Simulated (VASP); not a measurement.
Data:

```
CELL_PARAMETERS angstrom
      1.59120    -2.75604     0.00000
      1.59120     2.75604     0.00000
      0.00000     0.00000    12.41713
ATOMIC_POSITIONS crystal
  Mo 0.33333 0.66667 0.25000
  Mo 0.66667 0.33333 0.75000
  S  0.33333 0.66667 0.87747
  S  0.66667 0.33333 0.37747
  S  0.66667 0.33333 0.12253
  S  0.33333 0.66667 0.62253
```

Computed with vdW-DF-cx, VASP's PBE PAW potentials (set 64) (plane waves; VASP). Numerical set-up: 520 eV cut-off, 8×8×2 Γ-centred mesh, Gaussian smearing of 0.050 eV, potentials Mo_sv S.

The ions and cell shape at fixed volume are relaxed. Predict the relaxed structure.

```
CELL_PARAMETERS angstrom
      1.57969    -2.73611     0.00000
      1.57969     2.73611     0.00000
      0.00000     0.00000    12.59866
ATOMIC_POSITIONS crystal
  Mo 0.33333 0.66667 0.25000
  Mo 0.66667 0.33333 0.75000
  S  0.33333 0.66667 0.87435
  S  0.66667 0.33333 0.37435
  S  0.66667 0.33333 0.12565
  S  0.33333 0.66667 0.62565
```
Space group P6_3/mmc (194), at a tolerance of 0.03 Å.

How much energy does the relaxation gain?

The energy (σ→0) changes by -5.4 meV/atom, in 5 ionic steps.

```csv
step,E(σ→0) (eV),max force (eV/Å),pressure (GPa),volume (Å³)
1,-33.1630,0.446,-4.35,108.91
2,-33.1825,0.024,-2.38,108.91
3,-33.1825,0.026,-2.38,108.91
4,-33.1922,0.009,-1.71,108.91
5,-33.1955,0.009,-0.98,108.91
```

The compound is MoS2 in the 2H layered structure. This cell is one point of a volume scan, at 1.03 of the reference volume. Symmetry was kept, so distortions that lower it aren't found.
